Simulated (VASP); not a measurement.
# Band gap of CdF2 at several levels of theory, part 3 of 3

Aim: the gap of CdF2 on one structure at many levels of theory. The starting structure is a measured crystal structure from the Crystallography Open Database. Cell and atoms stay as given. Meshes and data sets differ where the inputs say so.

VASP 6.6.1.

Results so far: LDA 2.799 eV; PBE 3.071 eV; r2SCAN 3.752 eV; TB-mBJ 6.609 eV; LDA + spin-orbit coupling 2.796 eV; r2SCAN + spin-orbit coupling 3.748 eV; TB-mBJ + spin-orbit coupling 6.610 eV.

## (9) Bands with HSE06

Level of this step: HSE06; plane waves and PAW (Cd, F) (VASP).

HSE06 mixes in a quarter of exact exchange at short range, at far higher cost; in semiconductors this cures much of the gap error, while metals seldom gain. This run uses a 5×5×5 mesh. Its starting orbitals come from a semilocal run on the same mesh, not shown.

Input file INCAR:

```
SYSTEM = CdF2
PREC = Accurate
ENCUT = 460
EDIFF = 1E-06
NELM = 100
ISMEAR = 0
SIGMA = 0.03
LREAL = .FALSE.
ALGO = Normal
LHFCALC = .TRUE.
AEXX = 0.25
GGA = PE
HFSCREEN = 0.2
LASPH = .TRUE.
NBANDS = 19
PRECFOCK = Fast
LORBIT = 11
LWAVE = .FALSE.
LCHARG = .FALSE.
KPAR = 4
```

Input file POSCAR:

```
CdF2
1.0
    0.0000000000      2.6940000000      2.6940000000
    2.6940000000      0.0000000000      2.6940000000
    2.6940000000      2.6940000000      0.0000000000
Cd F
1 2
Direct
    0.0000000000      0.0000000000      0.0000000000
    0.7500000000      0.7500000000      0.7500000000
    0.2500000000      0.2500000000      0.2500000000
```

Input file KPOINTS:

```
Automatic mesh
0
Gamma
5 5 5
0 0 0
```

Input file KPOINTS_OPT:

```
Line mode
10
Line-mode
Reciprocal
  0.00000000   0.00000000   0.00000000 GAMMA
  0.50000000   0.00000000   0.50000000 X

  0.50000000   0.00000000   0.50000000 X
  0.50000000   0.25000000   0.75000000 W

  0.50000000   0.25000000   0.75000000 W
  0.37500000   0.37500000   0.75000000 K

  0.37500000   0.37500000   0.75000000 K
  0.00000000   0.00000000   0.00000000 GAMMA

  0.00000000   0.00000000   0.00000000 GAMMA
  0.50000000   0.50000000   0.50000000 L

  0.50000000   0.50000000   0.50000000 L
  0.62500000   0.25000000   0.62500000 U

  0.62500000   0.25000000   0.62500000 U
  0.50000000   0.25000000   0.75000000 W

  0.50000000   0.25000000   0.75000000 W
  0.50000000   0.50000000   0.50000000 L

  0.50000000   0.50000000   0.50000000 L
  0.37500000   0.37500000   0.75000000 K

  0.62500000   0.25000000   0.62500000 U
  0.50000000   0.00000000   0.50000000 X
```

The projector-augmented-wave data sets are Cd and F (PBE family, release 64).

The run is started by

```bash
$ mpirun -np 4 vasp_std
```

Numbers of over 12 decimals in the logs are rounded to 6 here.

The log of the run:

```text
[banner, memory and clock lines left out]
running    4 mpi-ranks, on    1 nodes
[...]
LDA part: xc-table for (Slater+PW92), standard interpolation
 found WAVECAR, reading the header
 POSCAR, INCAR and KPOINTS ok, starting setup
[...]
reading WAVECAR
 the WAVECAR file was read successfully
 initial charge from wavefunction
 entering main loop
       N       E                     dE             d eps       ncg     rms          rms(c)
DAV:   1    -0.144931043726E+02   -0.14493E+02   -0.19303E+00   380   0.131E+01    0.273E+00
DAV:   2    -0.144145460392E+02    0.78558E-01   -0.17280E-01   380   0.424E+00    0.129E+00
DAV:   3    -0.144039727739E+02    0.10573E-01   -0.71114E-02   395   0.247E+00    0.654E-01
DAV:   4    -0.144040399905E+02   -0.67217E-04   -0.35040E-03   392   0.895E-01    0.417E-01
DAV:   5    -0.144035575276E+02    0.48246E-03   -0.97648E-04   389   0.437E-01    0.267E-01
DAV:   6    -0.144034885031E+02    0.69025E-04   -0.15347E-04   380   0.126E-01    0.160E-01
DAV:   7    -0.144034564088E+02    0.32094E-04   -0.12658E-05   383   0.554E-02    0.951E-02
DAV:   8    -0.144034498886E+02    0.65202E-05   -0.10966E-05   380   0.359E-02    0.575E-02
DAV:   9    -0.144034495782E+02    0.31040E-06   -0.24145E-06   336   0.176E-02
   1 F= -.14403450E+02 E0= -.14403450E+02  d E =-.360457E-30
 Start KPOINTS_OPT (optional k-point list driver)
k-point batch [1-10\100]
       N       E                     dE             ncg
DAV:   1     0.188154838115E+03   -0.46244E+04      380
DAV:   2    -0.216730241513E+04   -0.23555E+04      409
DAV:   3    -0.229979338235E+04   -0.13249E+03      416
DAV:   4    -0.230140908540E+04   -0.16157E+01      419
DAV:   5    -0.230141522405E+04   -0.61386E-02      428
DAV:   6    -0.230141524739E+04   -0.23341E-04      422
DAV:   7    -0.230141524748E+04   -0.90938E-07      266
[...]
k-point batch [91-100\100]
       N       E                     dE             ncg
DAV:   1    -0.491764997650E+02   -0.97971E+04      404
DAV:   2    -0.221817775379E+04   -0.21690E+04      429
DAV:   3    -0.232530385459E+04   -0.10713E+03      422
DAV:   4    -0.232652457419E+04   -0.12207E+01      431
DAV:   5    -0.232652931515E+04   -0.47410E-02      428
DAV:   6    -0.232652933247E+04   -0.17323E-04      416
DAV:   7    -0.232652933254E+04   -0.65985E-07      253
```

It took 6.8 min on 4 MPI ranks of Intel Xeon 6975P-C (Granite Rapids), shared host; peak memory 1.2 GiB; 27 min of CPU time.

From OUTCAR (step 9):

```text
 POSITION                                       TOTAL-FORCE (eV/Angst)
 -----------------------------------------------------------------------------------
      0.00000      0.00000      0.00000        -0.000000      0.000000      0.000000
      4.04100      4.04100      4.04100        -0.000000     -0.000000      0.000000
      1.34700      1.34700      1.34700         0.000000      0.000000     -0.000000
 -----------------------------------------------------------------------------------
    total drift:                                0.000000      0.000000      0.000000

  FREE ENERGIE OF THE ION-ELECTRON SYSTEM (eV)
  ---------------------------------------------------
  free  energy   TOTEN  =       -14.4034495782 eV

  energy  without entropy=      -14.4034495782  energy(sigma->0) =      -14.40344958

[... 1 part as in an earlier step ...]

[... 2 further parts left out ...]
[key lines of the parts left out:]
E-fermi :  -2.7280
```

HSE06 gives a least gap of 5.189 eV, and a least direct gap of 5.771 eV. The least gap is +2.390 eV from that of LDA, on another mesh, which alone can move a gap by some hundredths of an eV.

## (10) Bands with PBE0

PBE0 keeps a quarter of exact exchange at all ranges; it tends to overshoot small gaps. This run uses a 5×5×5 mesh. It starts from the orbitals of an earlier run, not shown.

Changes to INCAR since step 9:

```diff
@@ -12,3 +12,2 @@
 GGA = PE
-HFSCREEN = 0.2
 LASPH = .TRUE.
@@ -16,2 +15,3 @@
 PRECFOCK = Fast
+HFRCUT = -1
 LORBIT = 11
```

POSCAR is that of step 9.

KPOINTS is that of step 9.

KPOINTS_OPT is that of step 9.

The run is started by

```bash
$ mpirun -np 4 vasp_std
```

The log of the run:

```text
[banner, memory and clock lines left out]
running    4 mpi-ranks, on    1 nodes
[...]
LDA part: xc-table for (Slater+PW92), standard interpolation
 found WAVECAR, reading the header
 POSCAR, INCAR and KPOINTS ok, starting setup
[...]
HFRCUT set to (new)   10.528053
 reading WAVECAR
 the WAVECAR file was read successfully
 initial charge from wavefunction
 entering main loop
       N       E                     dE             d eps       ncg     rms          rms(c)
DAV:   1    -0.151739809350E+02   -0.15174E+02   -0.17990E+00   380   0.127E+01    0.258E+00
DAV:   2    -0.151141821765E+02    0.59799E-01   -0.14781E-01   380   0.394E+00    0.132E+00
DAV:   3    -0.151005892558E+02    0.13593E-01   -0.74862E-02   401   0.251E+00    0.660E-01
DAV:   4    -0.151013198913E+02   -0.73064E-03   -0.45846E-03   392   0.908E-01    0.423E-01
DAV:   5    -0.151007942883E+02    0.52560E-03   -0.93496E-04   399   0.456E-01    0.267E-01
DAV:   6    -0.151007350944E+02    0.59194E-04   -0.24069E-04   383   0.156E-01    0.162E-01
DAV:   7    -0.151007090288E+02    0.26066E-04   -0.10726E-05   380   0.602E-02    0.949E-02
DAV:   8    -0.151007035439E+02    0.54850E-05   -0.10905E-05   386   0.383E-02    0.562E-02
DAV:   9    -0.151007043684E+02   -0.82454E-06   -0.37618E-06   386   0.207E-02
   1 F= -.15100704E+02 E0= -.15100704E+02  d E =-.429669E-32
 Start KPOINTS_OPT (optional k-point list driver)
k-point batch [1-10\100]
       N       E                     dE             ncg
DAV:   1     0.133036343119E+03   -0.46795E+04      380
DAV:   2    -0.227170108453E+04   -0.24047E+04      409
DAV:   3    -0.240514504035E+04   -0.13344E+03      416
DAV:   4    -0.240676173128E+04   -0.16167E+01      419
DAV:   5    -0.240676784939E+04   -0.61181E-02      425
DAV:   6    -0.240676787296E+04   -0.23574E-04      419
DAV:   7    -0.240676787305E+04   -0.95002E-07      269
[...]
k-point batch [91-100\100]
       N       E                     dE             ncg
DAV:   1    -0.114352761461E+03   -0.98623E+04      404
DAV:   2    -0.232352390682E+04   -0.22092E+04      429
DAV:   3    -0.243105132258E+04   -0.10753E+03      419
DAV:   4    -0.243226729370E+04   -0.12160E+01      428
DAV:   5    -0.243227198557E+04   -0.46919E-02      428
DAV:   6    -0.243227200319E+04   -0.17619E-04      413
DAV:   7    -0.243227200326E+04   -0.68121E-07      253
```

Elapsed: 8.2 min, on 4 MPI ranks; peak memory 0.81 GiB; 27 min of CPU time.

Parts of OUTCAR (step 10):

```text
 POSITION                                       TOTAL-FORCE (eV/Angst)
 -----------------------------------------------------------------------------------
      0.00000      0.00000      0.00000        -0.000000      0.000000     -0.000000
      4.04100      4.04100      4.04100         0.000000      0.000000     -0.000000
      1.34700      1.34700      1.34700        -0.000000     -0.000000      0.000000
 -----------------------------------------------------------------------------------
    total drift:                               -0.000000      0.000000     -0.000000

  FREE ENERGIE OF THE ION-ELECTRON SYSTEM (eV)
  ---------------------------------------------------
  free  energy   TOTEN  =       -15.1007043684 eV

  energy  without entropy=      -15.1007043684  energy(sigma->0) =      -15.10070437

[... 2 parts as in an earlier step ...]

[... 1 further part left out ...]
[key lines of the parts left out:]
E-fermi :  -3.1187
```

PBE0 gives a least gap of 5.913 eV, and a least direct gap of 6.495 eV. The least gap is +3.114 eV from that of LDA, on another mesh, which alone can move a gap by some hundredths of an eV.

## (11) The runs compared

```tsv
level	gap (eV)	least direct gap (eV)	mesh	core minutes
LDA	2.799	3.28	8×8×8	0.547
PBE	3.071	3.57	8×8×8	0.613
r2SCAN	3.752	4.255	8×8×8	2.33
TB-mBJ	6.609	7.026	8×8×8	2.13
LDA + spin-orbit coupling	2.796	3.192	8×8×8	1.93
r2SCAN + spin-orbit coupling	3.748	4.167	8×8×8	10.2
TB-mBJ + spin-orbit coupling	6.61	6.94	8×8×8	6.73
HSE06	5.189	5.771	5×5×5	27.1
PBE0	5.913	6.495	5×5×5	32.7
```

Core minutes are wall time times ranks of the run shown, on a shared host.

## (12) Results

```json
{"gap, LDA": "2.799 eV", "gap, PBE": "3.071 eV", "gap, r2SCAN": "3.752 eV", "gap, TB-mBJ": "6.609 eV", "gap, LDA + spin-orbit coupling": "2.796 eV", "gap, r2SCAN + spin-orbit coupling": "3.748 eV", "gap, TB-mBJ + spin-orbit coupling": "6.610 eV", "gap, HSE06": "5.189 eV", "gap, PBE0": "5.913 eV"}
```

What this shows: Without spin-orbit coupling the gap of CdF2 runs from 2.799 eV (LDA) to 6.609 eV (TB-mBJ). HSE06 gives +2.12 eV from PBE, on another mesh, which alone can move a gap by some hundredths of an eV. TB-mBJ lies +1.42 eV from HSE06, on another mesh, which alone can move a gap by some hundredths of an eV. Spin-orbit coupling changes the LDA gap by -0.003 eV. Spin-orbit coupling changes the r2SCAN gap by -0.005 eV. Spin-orbit coupling changes the TB-mBJ gap by +0.000 eV. These are gaps between Kohn-Sham or generalised Kohn-Sham levels of a static lattice, without excitons or temperature. Further runs on this material are not shown.

[Lines on the potential files, build, host, timing and source positions are cut from VASP's logs without a mark.]

[Logs are printed without paths, hosts, clocks, repeated set-up lines and the standing remarks that a program may print on its own settings, such as how far it seeks lower states.]

[Hosts, paths, dates, database ids (printed as entryN), source tags and the programs' standing remarks are cut or masked in the printed files.]
